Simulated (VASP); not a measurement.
Calculation: PBE GGA, VASP's PBE PAW potentials (set 64) (plane waves; VASP 6.6.1).

A VASP calculation is set up with these files.

**INCAR**
```
SYSTEM = RuS
PREC = Accurate
ENCUT = 300
EDIFF = 1E-6
NELM = 100
ALGO = Normal
LREAL = .FALSE.
LASPH = .TRUE.
ISMEAR = 0
SIGMA = 0.05
GGA = PE
LMAXMIX = 4
LWAVE = .FALSE.
LCHARG = .FALSE.
ISIF = 2
```

File POSCAR:
```
RuS
1
    0.0000000000     2.4675580000     2.4675580000
    2.4675580000     0.0000000000     2.4675580000
    2.4675580000     2.4675580000     0.0000000000
S Ru
1 1
Direct
  0.0000000000   0.0000000000   0.0000000000
  0.5000000000   0.5000000000   0.5000000000
```

### KPOINTS
```
Automatic
0
gamma
 9 9 9
```

POTCAR, in this order: S Ru_pv (PBE.64 set). Program: vasp_std.

Output

**OSZICAR**
```
       N       E                     dE             d eps       ncg     rms          rms(c)
DAV:   1     0.101649818717E+03    0.10165E+03   -0.91702E+03  1012   0.939E+02
DAV:   2    -0.104039575146E+02   -0.11205E+03   -0.11012E+03  1100   0.287E+02
DAV:   3    -0.129568787974E+02   -0.25529E+01   -0.25327E+01  1214   0.444E+01
DAV:   4    -0.129775391739E+02   -0.20660E-01   -0.20657E-01  1248   0.381E+00
DAV:   5    -0.129778743395E+02   -0.33517E-03   -0.33515E-03  1268   0.411E-01    0.145E+01
DAV:   6    -0.127012191330E+02    0.27666E+00   -0.21182E+00  1046   0.146E+01    0.729E+00
DAV:   7    -0.126409678149E+02    0.60251E-01   -0.34820E-01  1064   0.657E+00    0.503E+00
DAV:   8    -0.126416726265E+02   -0.70481E-03   -0.33452E-02  1112   0.184E+00    0.317E-01
DAV:   9    -0.126417043069E+02   -0.31680E-04   -0.11622E-03  1190   0.331E-01    0.177E-01
DAV:  10    -0.126417575338E+02   -0.53227E-04   -0.12142E-04  1214   0.111E-01    0.384E-02
DAV:  11    -0.126417535357E+02    0.39981E-05   -0.12138E-05  1166   0.404E-02    0.117E-02
DAV:  12    -0.126417533106E+02    0.22508E-06   -0.93904E-07   854   0.968E-03
   1 F= -.12641753E+02 E0= -.12638410E+02  d E =-.668747E-02
```

**OUTCAR**
```
------------------------ aborting loop because EDIFF is reached ----------------------------------------
  FORCE on cell =-STRESS in cart. coord.  units (eV):
  Direction    XX          YY          ZZ          XY          YZ          ZX
  --------------------------------------------------------------------------------------
  Total       -0.6902724     -0.6902724     -0.6902724     -0.0000000     -0.0000000      0.0000000
  in kB      -36.8043370    -36.8043370    -36.8043370     -0.0000000     -0.0000000      0.0000000
  external PRESSURE =     -36.8043370 kB  Pullay stress =       0.0000000 kB
  volume of cell :       30.05
      direct lattice vectors                 reciprocal lattice vectors
     0.000000000  2.467558000  2.467558000    -0.202629482  0.202629482  0.202629482
     2.467558000  0.000000000  2.467558000     0.202629482 -0.202629482  0.202629482
     2.467558000  2.467558000  0.000000000     0.202629482  0.202629482 -0.202629482
 POSITION                                       TOTAL-FORCE (eV/Angst)
 -----------------------------------------------------------------------------------
      0.00000      0.00000      0.00000        -0.000000     -0.000000      0.000000
      2.46756      2.46756      2.46756         0.000000      0.000000     -0.000000
 -----------------------------------------------------------------------------------
    total drift:                                0.000000      0.000000      0.000000
  FREE ENERGIE OF THE ION-ELECTRON SYSTEM (eV)
  ---------------------------------------------------
  free  energy   TOTEN  =       -12.6417533106 eV

  energy  without entropy=      -12.6350658409  energy(sigma->0) =      -12.63840958
```
(Selected blocks of OUTCAR.)

At this cut-off the stress carries a Pulay error, which pulls relaxed volumes low.

The structure was generated: RuS was put into an ordered model structure, which need not be its known phase. The cell was not relaxed at this level.
